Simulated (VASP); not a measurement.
# BrCIH2 in VASP: reference runs

Aim: a first look at BrCIH2 with PBE, on the cell as given.

Program: VASP 6.6.1. These are calculated values, not measurements. Logs are shortened: lines on timing, memory, paths and dates and some standing lists are left out, and cuts for length are marked.

### Step 1. The molecule as given

The cell holds a molecule in a box, 5 atoms: a = 13.000 Å, b = 11.000 Å, c = 12.000 Å, α = 90.00°, β = 90.00°, γ = 90.00°.

### Step 2. Single point, PBE

The input, INCAR:

```
PREC = Accurate
ENCUT = 520
EDIFF = 1E-7
ISMEAR = 0
SIGMA = 0.01
LREAL = F
LASPH = T
NELM = 60
ALGO = Normal
ISIF = 2
LWAVE = F
LCHARG = T
GGA = PE
LELF = T
LVHAR = T
LVACPOTAV = T
NBANDS = 18
```

The input, KPOINTS:

```
Automatic mesh
0
Gamma
  1 1 1
```

The input, POSCAR:

```
H2CIBr
1.0
   13.0000000000      0.0000000000      0.0000000000
    0.0000000000     11.0000000000      0.0000000000
    0.0000000000      0.0000000000     12.0000000000
Br C I H
1 1 1 2
Direct
    0.3766923100      0.4773090900      0.5308750000
    0.5178615400      0.4930181800      0.4861666700
    0.6253076900      0.4147454500      0.5988166700
    0.5355769200      0.5890727300      0.4801916700
    0.5270846200      0.4471636400      0.4068500000
```

Potentials or basis: VASP PAW PBE potentials, release 64 (Br, C, I, H).

Run with:

```bash
> cat potpaw_PBE.64/Br/POTCAR potpaw_PBE.64/C/POTCAR potpaw_PBE.64/I/POTCAR potpaw_PBE.64/H/POTCAR > POTCAR
> mpirun -np 1 vasp_gam > vasp.out
```

OUTCAR:

```text
PREC = Accurate
   ENCUT = 520
   EDIFF = 1E-7
   ISMEAR = 0
   LREAL = F
   LASPH = T
   NELM = 60
   ISIF = 2
   GGA = PE

 ion  position               nearest neighbor table
   1  0.377  0.477  0.531-   2 1.92
   2  0.518  0.493  0.486-   4 1.08   5 1.08   1 1.92   3 2.13
   3  0.625  0.415  0.599-   2 2.13
   4  0.536  0.589  0.480-   2 1.08
   5  0.527  0.447  0.407-   2 1.08

  LATTYP: Found a simple orthorhombic cell.
 ALAT       =    11.0000000000
 B/A-ratio  =     1.0909090909
 C/A-ratio  =     1.1818181818

  Lattice vectors:

 A1 = (   0.0000000000,  11.0000000000,   0.0000000000)
 A2 = (   0.0000000000,   0.0000000000,  12.0000000000)
 A3 = (  13.0000000000,   0.0000000000,   0.0000000000)

Analysis of symmetry for initial positions (statically):
=====================================================================
 Subroutine PRICEL returns:
 Original cell was already a primitive cell.

 Routine SETGRP: Setting up the symmetry group for a
 simple orthorhombic supercell.

 Subroutine GETGRP returns: Found  1 space group operations
 (whereof  1 operations were pure point group operations)
 out of a pool of  8 trial point group operations.

The static configuration has the point symmetry C_1 .

Analysis of symmetry for dynamics (positions and initial velocities):
=====================================================================
 Subroutine PRICEL returns:
 Original cell was already a primitive cell.

 Routine SETGRP: Setting up the symmetry group for a
 simple orthorhombic supercell.

 Subroutine GETGRP returns: Found  1 space group operations
 (whereof  1 operations were pure point group operations)
 out of a pool of  8 trial point group operations.

The dynamic configuration has the point symmetry C_1 .

 Subroutine INISYM returns: Found  1 space group operations
 (whereof  1 operations are pure point group operations),
 and found     1 'primitive' translations

----------------------------------------------------------------------------------------

                                     Primitive cell

  volume of cell :    1716.0000

  direct lattice vectors                    reciprocal lattice vectors
    13.000000000  0.000000000  0.000000000     0.076923077  0.000000000  0.000000000
     0.000000000 11.000000000  0.000000000     0.000000000  0.090909091  0.000000000
[... 67 lines left out ...]
   EDIFF  = 0.1E-06   stopping-criterion for ELM
   LREAL  =      F    real-space projection
   EDIFFG = 0.1E-05   stopping-criterion for IOM
   NSW    =      0    number of steps for IOM
   IBRION =     -1    ionic relax: 0-MD 1-quasi-New 2-CG
   NFREE  =      0    steps in history (QN), initial steepest desc. (CG)
   ISIF   =      2    stress and relaxation
   ISYM   =      2    0-nonsym 1-usesym 2-fastsym
   POTIM  = 0.5000    time-step for ionic-motion
   TEBEG  =    0.0;   TEEND  =   0.0 temperature during run
   PSTRESS=    0.0 pullay stress
   NELECT =      20.0000    total number of electrons
   NUPDOWN=      -1.0000    fix difference up-down
   EMIN   =  10.00;   EMAX   =-10.00  energy-range for DOS
   EFERMI =   0.00;   METHOD = LEGACY
   ISMEAR =     0;   SIGMA  =   0.01  broadening in eV -4-tet -1-fermi 0-gaus
   EFERMI_NEDOS =   21; number of points for ismear=-14 and -15
   IALGO  =     38    algorithm
   IMIX   =      4    mixing-type and parameters
     AMIX     =   0.40;   BMIX     =  1.00
     AMIX_MAG =   1.60;   BMIX_MAG =  1.00
  volume/ion in A,a.u.               =     343.20      2316.03
  Fermi-wavevector in a.u.,A,eV,Ry     =   0.371175  0.701420  1.874490  0.137771
  Thomas-Fermi vector in A             =   1.299103
   LORBIT       =      0    0 simple, 1 ext, 2 COOP (PROOUT), +10 PAW based schemes
   GGA     = PE    functional components
   LHFCALC =     F    Hartree Fock is set to
   AEXX    =    0.0000 exact exchange contribution
   IVDW    =     0    specifies the selected vdW correction
   LEPSILON=     F    determine dielectric tensor
   LRPA    =     F    only Hartree local field effects (RPA)
 non-spin polarized calculation
 Gauss-broadening in eV      SIGMA  =   0.01
  energy-cutoff  :      520.00
  volume of cell :     1716.00
 maximum number of plane-waves:     23131
 NGX is ok and might be reduce to    98
   NGX = 49   NGY = 41   NGZ = 45

 number of electron      20.0000000 magnetization

 Free energy of the ion-electron system (eV)
  ---------------------------------------------------
  ext. energy  EPLUGINS =         0.00000000
  ---------------------------------------------------
  free energy    TOTEN  =       -18.99998702 eV

  energy without entropy =      -18.99998702  energy(sigma->0) =      -18.99998702

 E-fermi :  -6.0448     XC(G=0):  -0.9299

 val. band max:       -6.1018620182   @ k =   0.0000   0.0000   0.0000
 cond. band min:      -2.1131731870   @ k =   0.0000   0.0000   0.0000
 fundamental gap:      3.9886888312
 Fermi energy:        -6.0448070852

 k-point     1 :       0.0000    0.0000    0.0000
  band No.  band energies     occupation
      1     -20.8501      2.00000
      2     -18.0395      2.00000
      3     -15.6164      2.00000
      4     -11.3949      2.00000
      5     -10.2324      2.00000
      6      -9.5013      2.00000
[... 10 lines left out ...]
     17       0.8367      0.00000
     18       0.9920      0.00000

------------------------ aborting loop because EDIFF is reached ----------------------------------------

  FORCE on cell =-STRESS in cart. coord.  units (eV):
  Direction    XX          YY          ZZ          XY          YZ          ZX
  --------------------------------------------------------------------------------------
  -------------------------------------------------------------------------------------
  Total        1.0863999      0.3796990      0.4781597     -0.1169724     -0.1070100      0.1101595
  in kB        1.0143387      0.3545135      0.4464433     -0.1092136     -0.0999120      0.1028526
  external PRESSURE =       0.6050985 kB  Pullay stress =       0.0000000 kB

 VOLUME and BASIS-vectors are now :
 -----------------------------------------------------------------------------
  energy-cutoff  :      520.00
  volume of cell :     1716.00
      direct lattice vectors                 reciprocal lattice vectors
    13.000000000  0.000000000  0.000000000     0.076923077  0.000000000  0.000000000
     0.000000000 11.000000000  0.000000000     0.000000000  0.090909091  0.000000000
     0.000000000  0.000000000 12.000000000     0.000000000  0.000000000  0.083333333

 POSITION                                       TOTAL-FORCE (eV/Angst)
 -----------------------------------------------------------------------------------
      4.89700      5.25040      6.37050        -0.404064     -0.019316      0.084751
      6.73220      5.42320      5.83400         0.069318      0.040570     -0.084472
      8.12900      4.56220      7.18580         0.262436     -0.137385      0.209466
      6.96250      6.47980      5.76230         0.048096      0.226615     -0.010233
      6.85210      4.91880      4.88220         0.024215     -0.110484     -0.199512
 -----------------------------------------------------------------------------------
    total drift:                               -0.000174     -0.000213      0.000308

  FREE ENERGIE OF THE ION-ELECTRON SYSTEM (eV)
  ---------------------------------------------------
  free  energy   TOTEN  =       -18.9999870187 eV

  energy  without entropy=      -18.9999870187  energy(sigma->0) =      -18.99998702
```

stdout:

```text
POSCAR found type information on POSCAR BrC I H
 POSCAR found :  4 types and       5 ions
 scaLAPACK will be used
 LDA part: xc-table for (Slater+PW92), standard interpolation
 POSCAR, INCAR and KPOINTS ok, starting setup
 FFT: planning ... GRIDC
 FFT: planning ... GRID_SOFT
 FFT: planning ... GRID
 WAVECAR not read
 entering main loop
```

Run time: 3 min. Hardware: 1 thread of Intel Xeon Platinum 8488C (Sapphire Rapids), shared host; peak memory 1.3 GiB.

Results:

- Free energy: -19.0000 eV
- Largest force: 0.413 eV/Å
- Gap between the frontier levels: 3.99 eV

Forces on the atoms (eV/Å):
```
Br  -0.404 -0.019  0.085
C    0.069  0.041 -0.084
I    0.262 -0.137  0.209
H    0.048  0.227 -0.010
H    0.024 -0.110 -0.200
```

Caveat: spin-orbit coupling is left out, which moves the levels of the heavy elements.
